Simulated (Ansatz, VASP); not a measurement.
**Cross-check of PtSe2 (1T-PtSe2 bilayer, AA) between VASP and Ansatz**

One calculation is typed for both programs; each brings its own data sets. How far apart do they land? The structure shown is the start of the Ansatz relaxation below; VASP solves that cell, so the two are compared at the walk's first step.

Method: plane waves, with VASP 6.6.1 beside it; single point at r2SCAN with D4, in Ansatz 0.2.0.

**1. The starting structure**

The cell holds 6 atoms: 4 Se and 2 Pt. Cell: a = 3.750 Å, b = 3.750 Å, c = 39.071 Å, α = 90.0°, β = 90.0°, γ = 120.0°. Vacuum lies along c. The height across the vacuum is the one that the program set for its solve, not the one typed.

Structure file:

```cif
data_structure
_symmetry_space_group_name_H-M 'P 1'
_symmetry_Int_Tables_number 1
_cell_length_a 3.7500
_cell_length_b 3.7500
_cell_length_c 39.0709
_cell_angle_alpha 90.000
_cell_angle_beta 90.000
_cell_angle_gamma 120.000
_cell_volume 475.82
loop_
_atom_site_label
_atom_site_type_symbol
_atom_site_fract_x
_atom_site_fract_y
_atom_site_fract_z
_atom_site_occupancy
Se1 Se 0.66667 0.33333 0.23035 1
Se2 Se 0.33333 0.66667 0.28839 1
Se3 Se 0.66667 0.33333 0.36773 1
Se4 Se 0.33333 0.66667 0.42578 1
Pt5 Pt 0.00000 0.00000 0.25937 1
Pt6 Pt 0.00000 0.00000 0.39676 1
```

**2. Ansatz: relaxation, r2SCAN with D4**

Ansatz runs on its default PAW (the set named soft_2) files.

The two programs are compared at the cell with which this relaxation starts, whose forces are those of its first step.

input.yaml

```yaml
crystal:
  lattice:
    - [3.75, 0.0, 0.0]
    - [-1.875, 3.2475952642, 0.0]
    - [0.0, 0.0, 25.635435591]
  atoms:
    - { symbol: Se, position: [0.6666666667, 0.3333333333, 0.3510765389] }
    - { symbol: Pt, position: [0.0, 0.0, 0.3953066786] }
    - { symbol: Se, position: [0.3333333333, 0.6666666667, 0.4395368183] }
    - { symbol: Se, position: [0.6666666667, 0.3333333333, 0.5604631817] }
    - { symbol: Pt, position: [0.0, 0.0, 0.6046933214] }
    - { symbol: Se, position: [0.3333333333, 0.6666666667, 0.6489234611] }
  periodic: [true, true, false]
kpoints:
  mp_grid: { grid: [12, 12, 1] }
hamiltonian:
  xc: r2scan
  dispersion: d4
scf:
  occupations: { method: fermi_dirac, width: 0.05 }
  convergence: { dr2_threshold: 1.0e-09 }
relax:
  f_tol: 0.004
  max_steps: 90
  cell: {}
output:
  write_potential: true
  write_density: true
  volumetric_format: npy
```

Launch:

```
$ ansatz run input.yaml --threads 8 --pin off --max-ram 12288MiB --backend cpu --events-out ev --progress --plain --runs-dir out
```

Numbers of over 12 decimals in the logs are rounded to 6 here.

What it wrote:

```text
Warning: crystal.periodic: the lattice vector that does not repeat stood 0.000° off the slab's normal, 25.635 Å along it as the deck builds it. The run solves the slab on a vector along the normal, 39.071 Å long, with every atom where it was (on the deck's vector they left 18.00 Å outside them, and the widest stretch free of ions among them is 3.10 Å). A fractional position that the run reports is one of the run's ce [...]
Warning: relax.cell: scf.convergence.dr2_threshold = 1e-9 eV is looser than the 1.92920717397e-10 eV advised for a relaxation that steers and ends on the stress (1e-10 eV for each atom of the cell: 6, times the square of relax.cell.stress_2d_tol = 0.05 N/m over 17.6 Å (the atoms' height at the walk's start and 5 Å past either face), 2.835e-2 GPa, over a crystal's default 0.05). What an SCF threshold leaves in a stress goes as its square root, and in the free energy as the threshold itself, and one threshold admits the most on a small cell: [figures from the program's tests cut] Set scf.convergence.dr2_threshold to 1.92920717397e-10 eV or tighter. [rest of the remark cut]
crystal.periodic: the lattice vector that does not repeat stood 0.000° off the slab's normal, 25.635 Å along it as the deck builds it. The run solves the slab on a vector along the normal, 39.071 Å long, with every atom where it was (on the deck's vector they left 18.00 Å outside them, and the widest stretch free of ions among them is 3.10 Å). A fractional position that the run reports is one of the run's cell, which [...]
Engine: ansatz 0.2.0, aarch64-unknown-linux-gnu
Pseudopotentials: kind: paw
Pseudopotential: Se, paw, valence charge 16, recommended cutoff 500 eV (meta_gga), Se.paw.azcp
Pseudopotential: Pt, paw, valence charge 18, recommended cutoff 500 eV (meta_gga), Pt.paw.azcp
Functional definition: r2SCAN
  parameter k0 = 0.174
  parameter k1 = 0.065
  parameter a1 = 4.9479
  exchange = r2scan_x(k0 = k0, k1 = k1, a1 = a1)
  correlation = r2scan_c
Crystal: 6 atoms, lattice volume = 475.824 Å³
Basis set: ecut = 500 eV, 12035 PW (Γ), exchange–correlation on 120×120×1152 points (64 copies of the dense FFT grid, shifted against one another)
[...]
SCF iter   3: F=—  HF=-46989.539377 eV  |F-HF|=—  |Δ(HF+E_count)|=   8.10e-8  Δρ=3.42e-6  dr2=5.40e-8  dr2_τ=1.15e-8  ethr=4.45e-11  ⟨swp⟩=3.1  Hψ=2487  notcnv=0
SCF iter   4: F=—  HF=-46989.539377 eV  |F-HF|=—  |Δ(HF+E_count)|=   5.70e-9  Δρ=1.36e-6  dr2=1.49e-9  dr2_τ=3.24e-9  ethr=4.45e-11  ⟨swp⟩=2.8  Hψ=1664  notcnv=0
SCF iter   5: F=—  HF=-46989.539377 eV  |F-HF|=—  |Δ(HF+E_count)|=   2.06e-9  Δρ=3.67e-7  dr2=3.06e-9  dr2_τ=1.10e-10  ethr=1.00e-12  ⟨swp⟩=18.3  Hψ=9234  notcnv=0
SCF iter   6: F=-46989.539377 eV  HF=-46989.539377 eV  |F-HF|=6.91e-10  |Δ(HF+E_count)|=  1.53e-10  Δρ=1.27e-7  dr2=1.00e-10  dr2_τ=1.06e-11  ethr=1.00e-12  ⟨swp⟩=8.2  Hψ=6817  notcnv=0
SCF 8 converged in 6 iterations: F = -46989.539377 eV  dr2 = 1.00e-10
relax step   8: F+E_penalty+E_count = -46989.53937748 eV  Δ(F+E_penalty+E_count) = +4.172e-4 eV  max|allowed force component| = 5.580e-4 eV/Å  Δτ_max = 0.0000 Å  P = -0.006 N/m  Ω = 464.533 Å³  fix = [c, alpha, beta]  reactions: c -0.000 N/m  stress off target by 5.81e-3 N/m on what of the cell is left free  SCF on the basis re-selected at this cell (its energy is not comparable with the rows above)  (6 SCF iters)
basis re-selected at this cell: Δ(F+E_penalty+E_count) = +4.172e-4 eV, ΔP = -0.006 N/m vs the last step (what re-selecting the basis moved, of the pressure what is left beyond the Pulay correction that the steps carried, after the strain that the cell walked since its last selection, with what the two solves' SCF thresholds leave and, on support functions, any second-order correction that the steps lacked; it is no m [...]
WARN: The output density's exchange-correlation potential varies sharply where the density is thin. Do not read a vacuum level from v_tot or v_xc, or from such a field of the output density. On a cell that repeats whose density bears no net charge and no dipole along the vacuum's axis use v_es (v_loc + v_h of the components); under efield.dipole_correction with no amplitude use v_es + v_field, which holds any externa [...]
SCF converged after 6 iterations
Free energy (F): -46989.539377 eV
Harris-Foulkes:  -46989.539377 eV  (|F-HF|=6.91e-10)
Internal energy: -46989.539311 eV  (E = F + TS)
E sigma→0 (E₀):  -46989.539344 eV
Entropy (-TS):   -0.000066 eV (-0.011 meV/atom)
Fermi energy:    -4.958940 eV
--- Per-component energies (eV) ---
  E_band       = -3795.200878
  E_kinetic    = 1747.923654
  E_local      = -498256.687924  (includes V_loc(G=0)·N_el)
  E_nonlocal   = -1976.204593
  E_hartree    = 247748.103715
  E_xc         = -893.025951
  E_vxc        = -1098.423639  (∫ρ·V_xc dr)
  E_paw        = -26661.911645  (= ΣΔE_a)
  E_vpaw       = 227.505566  (= ΣTr[D̂ρ^β])
  E_aug_tail   = -0.000540  (compensation charges beyond the density's cutoff)
  E_vtau       = 64.480980  (kinetic-family band-sum trace: ∫τ·v_τ [+ j·A + Jᵃ·Aᵃ] dr)
  E_ewald      = 231310.568583
  E_disp       = -0.782541  (pairwise vdW)
  E_core_change = -7.522070  (= ΣΔE_core)
  E_smearing   = -0.000066  (= −TS)
  E_closure    = -0.000000  (closes the sum)
  Σ components = -46989.539377   (vs F -46989.539377, Δ=0.00e0)
--- Forces (eV/Å), atoms counted from 1 ---
  atom   1  Se     0.00000000     0.00000000     0.00015410
  atom   2  Pt    -0.00000000    -0.00000000     0.00055805
  atom   3  Se    -0.00000000    -0.00000000    -0.00000282
  atom   4  Se     0.00000000     0.00000000     0.00000282
  atom   5  Pt     0.00000000     0.00000000    -0.00055805
  atom   6  Se    -0.00000000    -0.00000000    -0.00015410
  max |Σ_I F_I| component: 3.47e-18 eV/Å
--- 2D stress c σ (N/m, compression-positive) ---
       -0.005813       0.000000      -0.000000
       -0.000000      -0.005813      -0.000000
       -0.000000      -0.000000      -0.000000
  P = ½ c Tr σ = -0.0058 N/m
--- Band table (eV; the first three rows and the last of 19) ---
  k-point 0: bands = ["-106.5684", "-106.5684", "-60.1791", "-60.1791", "-60.1791", "-60.1791", "-60.1212", "-60.1212", "-54.2184", "-54.2184", "-54.2183", "-54.2183", "-54.1898", "-54.1898", "-54.1893", "-54.1893", "-54.1769", "-54.1768", "-54.1243", "-54.1243", "-54.1243", "-54.1243", "-54.0894", "-54.0894", "-54.0894", "-54.0894", "-54.0747", "-54.0747", "-20.7157", "-20.5247", "-18.8694", "-18.5466", "-11.7093",  [...]
  k-point 1: bands = ["-106.5684", "-106.5684", "-60.1799", "-60.1799", "-60.1793", "-60.1793", "-60.1212", "-60.1212", "-54.2184", "-54.2184", "-54.2184", "-54.2183", "-54.1898", "-54.1898", "-54.1893", "-54.1892", "-54.1769", "-54.1767", "-54.1243", "-54.1243", "-54.1243", "-54.1243", "-54.0895", "-54.0895", "-54.0894", "-54.0894", "-54.0747", "-54.0747", "-20.6358", "-20.4454", "-18.8674", "-18.5594", "-11.6535",  [...]
  k-point 2: bands = ["-106.5683", "-106.5683", "-60.1821", "-60.1821", "-60.1799", "-60.1799", "-60.1210", "-60.1210", "-54.2185", "-54.2184", "-54.2183", "-54.2182", "-54.1898", "-54.1897", "-54.1893", "-54.1892", "-54.1768", "-54.1767", "-54.1244", "-54.1244", "-54.1242", "-54.1242", "-54.0895", "-54.0895", "-54.0894", "-54.0894", "-54.0746", "-54.0746", "-20.4057", "-20.2179", "-18.8628", "-18.5958", "-11.5797",  [...]
  k-point 18: bands = ["-106.5681", "-106.5681", "-60.1877", "-60.1877", "-60.1877", "-60.1877", "-60.1201", "-60.1201", "-54.2184", "-54.2184", "-54.2181", "-54.2179", "-54.1903", "-54.1894", "-54.1891", "-54.1891", "-54.1765", "-54.1765", "-54.1243", "-54.1243", "-54.1239", "-54.1239", "-54.0897", "-54.0897", "-54.0891", "-54.0891", "-54.0743", "-54.0743", "-18.9100", "-18.9100", "-18.7853", "-18.7853", "-11.6011", [...]
  the weakly bound empty levels are not read free of the cell's end (no_gap_told)
--- Relaxed structure (7 steps of the walk, 7 accepted, 1 SCFs on fresh bases) ---
  F+E_penalty+E_count = -46989.53937748 eV   max|allowed force component| = 5.580e-4 eV/Å   (the final SCF, on the basis selected at the relaxed cell)
  cell:  # Å, volume = 464.5332 Å³
    - [3.705241, 0, 0]
    - [-1.852621, 3.208833, 0]
    - [0, 0, 39.070871]
  atoms:
    - { symbol: Se, position: [0.666667, 0.333333, 0.224431] }
    - { symbol: Pt, position: [-1.4596505712433213e-18, 0, 0.258278] }
    - { symbol: Se, position: [0.333333, 0.666667, 0.291670] }
    - { symbol: Se, position: [0.666667, 0.333333, 0.364456] }
    - { symbol: Pt, position: [1.4596505712433254e-18, 0, 0.397848] }
    - { symbol: Se, position: [0.333333, 0.666667, 0.431696] }
```

**3. VASP: single point, r2SCAN with D4, start cell**

The same cell, functional, mesh and smearing now go to VASP, with its own data sets.

Lines of VASP's logs that name or quote its potential files are left out, and so is its time.

INCAR

```
SYSTEM = PtSe2
PREC = Accurate
ENCUT = 440
EDIFF = 1E-06
NELM = 300
ISMEAR = -1
SIGMA = 0.05
LREAL = .FALSE.
ALGO = Normal
METAGGA = R2SCAN
IVDW = 13
VDW_S6 = 1
VDW_S8 = 0.6018749
VDW_A1 = 0.51559235
VDW_A2 = 5.77342911
LASPH = .TRUE.
NBANDS = 28
LORBIT = 11
LWAVE = .FALSE.
LCHARG = .FALSE.
ISIF = 2
LDIPOL = .TRUE.
IDIPOL = 3
DIPOL = 0.5 0.5 0.328
LVHAR = .TRUE.
GGA_COMPAT = .FALSE.
EFERMI = MIDGAP
NELMDL = -8
LMIXTAU = .TRUE.
KPAR = 2
AMIX = 0.1
BMIX = 1E-04
```

POSCAR

```
PtSe2
1.0
    3.7500000000      0.0000000000      0.0000000000
   -1.8750000000      3.2475950000      0.0000000000
    0.0000000000      0.0000000000     39.0708710000
Se Pt
4 2
Direct
    0.6666667180      0.3333334360      0.2303506364
    0.3333334360      0.6666668719      0.2883917791
    0.6666667180      0.3333334360      0.3677347761
    0.3333334360      0.6666668719      0.4257759188
    0.0000000000      0.0000000000      0.2593712078
    0.0000000000      0.0000000000      0.3967553475
```

KPOINTS

```
Automatic mesh
0
Gamma
12 12 1
0 0 0
```

PAW data sets: Se and Pt (PBE family, release 64).

Launch:

```
$ mpirun -np 2 vasp_std
```

What it wrote:

```text
[banner, memory and clock lines left out]
running    2 mpi-ranks, on    1 nodes
 distrk:  each k-point on    1 cores,    2 groups
 distr:  one band on    1 cores,    1 groups

 POSCAR found type information on POSCAR SePt
 POSCAR found :  2 types and       6 ions
|                                                                             |
|               ----> ADVICE to this user running VASP <----                  |
|                                                                             |
|     You enforced a specific xc type in the INCAR file but a different       |
|     [... a line on the potential file left out ...]
|     I HOPE YOU KNOW WHAT YOU ARE DOING!                                     |
|                                                                             |

 LDA part: xc-table for (None), standard interpolation
 POSCAR, INCAR and KPOINTS ok, starting setup
 FFT: planning ... GRIDC
 FFT: planning ... GRID_SOFT
 FFT: planning ... GRID
 WAVECAR not read
 entering main loop
       N       E                     dE             d eps       ncg     rms          rms(c)
DAV:   1     0.218514099501E+03    0.21851E+03   -0.14051E+04  1064   0.103E+03
DAV:   2    -0.130568031704E+03   -0.34908E+03   -0.33821E+03  1628   0.212E+02
DAV:   3    -0.173424370841E+03   -0.42856E+02   -0.42390E+02  1292   0.853E+01
DAV:   4    -0.174372437239E+03   -0.94807E+00   -0.94246E+00  1364   0.141E+01
DAV:   5    -0.174389002952E+03   -0.16566E-01   -0.16548E-01  1372   0.186E+00
DAV:   6    -0.174389610995E+03   -0.60804E-03   -0.60799E-03  1476   0.331E-01
DAV:   7    -0.174389624894E+03   -0.13899E-04   -0.13898E-04  1444   0.474E-02
DAV:   8    -0.174389625400E+03   -0.50596E-06   -0.50592E-06  1252   0.760E-03    0.215E+01
DAV:   9    -0.163587590698E+03    0.10802E+02   -0.32260E+00  1160   0.139E+01    0.170E+01
DAV:  10    -0.162114728834E+03    0.14729E+01   -0.43357E+00  1224   0.147E+01    0.125E+01
DAV:  11    -0.158515002029E+03    0.35997E+01   -0.11669E+00  1212   0.749E+00    0.601E+00
DAV:  12    -0.162176001108E+03   -0.36610E+01   -0.14423E+00  1132   0.102E+01    0.229E+00
DAV:  13    -0.162256435793E+03   -0.80435E-01   -0.18670E-01  1200   0.236E+00    0.150E+00
DAV:  14    -0.162252037822E+03    0.43980E-02   -0.14492E-02  1164   0.107E+00    0.530E-01
[...]
DAV:  20    -0.162263144188E+03    0.76173E-04   -0.78143E-05  1108   0.667E-02    0.232E-02
DAV:  21    -0.162263106888E+03    0.37300E-04   -0.31670E-05  1168   0.394E-02    0.123E-02
DAV:  22    -0.162263345193E+03   -0.23830E-03   -0.83396E-05  1112   0.564E-02    0.102E-02
DAV:  23    -0.162263353366E+03   -0.81728E-05   -0.67633E-06  1112   0.182E-02    0.397E-03
DAV:  24    -0.162263355454E+03   -0.20885E-05   -0.73560E-07   736   0.587E-03    0.286E-03
DAV:  25    -0.162263353302E+03    0.21518E-05   -0.11521E-06   796   0.881E-03    0.206E-03
DAV:  26    -0.162263355486E+03   -0.21837E-05   -0.13647E-06   772   0.855E-03    0.113E-03
DAV:  27    -0.162263356265E+03   -0.77925E-06   -0.27891E-07   640   0.431E-03
   1 F= -.16304187E+03 E0= -.16304185E+03  d E =-.361465E-04
```

(Continued in part 2 of 2.)

[Lines on the potential files, build, host, timing and source positions are cut from VASP's logs without a mark.]

[Logs are printed without paths, hosts, clocks, repeated set-up lines and the standing remarks that a program may print on its own settings, such as how far it seeks lower states.]

[Hosts, paths, dates, database ids (printed as entryN), source tags and the programs' standing remarks are cut or masked in the printed files.]
